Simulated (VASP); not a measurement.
Li (bcc) is relaxed at rising pressure, each step from the one before. Symmetry mostly holds the structure type, and other phases were not tried. The mesh follows the cell, and a change of mesh leaves a small step in the series.

Given:

```yaml
crystal:
  lattice:
    - [-1.71324, 1.71324, 1.71324]
    - [1.71324, -1.71324, 1.71324]
    - [1.71324, 1.71324, -1.71324]
  atoms:
    - { symbol: Li, position: [0.00000, 0.00000, 0.00000] }
```

Method: PBEsol GGA, VASP's PBE PAW potentials (set 64) (plane waves; VASP). Run with 620 eV cut-off, 15×15×15 Γ-centred mesh, first-order Methfessel-Paxton smearing of 0.10 eV, potentials Li_sv.

| P (GPa) | V (Å³/atom) | H − H(0) (eV/atom) | space group | gap on the mesh (eV) | k-mesh |
|---|---|---|---|---|---|
| 0 | 20.11 | 0.000 | Im-3m | 0.00 | 15×15×15 |
| 5 | 15.66 | 0.553 | Im-3m | 0.00 | 16×16×16 |
| 10 | [?] | [?] | Im-3m | 0.00 | 17×17×17 |
| 20 | [?] | [?] | Im-3m | 0.00 | 18×18×18 |
| 30 | 10.10 | 2.470 | Im-3m | 0.00 | 19×19×19 |
| 45 | 8.81 | 3.357 | Im-3m | 0.00 | 19×19×19 |

Question: Some entries are withheld; supply them.

Answer: 
- 10, V (Å³/atom): 13.68
- 10, H − H(0) (eV/atom): 1.014
- 20, V (Å³/atom): 11.41
- 20, H − H(0) (eV/atom): 1.796

Pressures at which the relaxation failed are left out.

The compound is Li in the bcc structure.
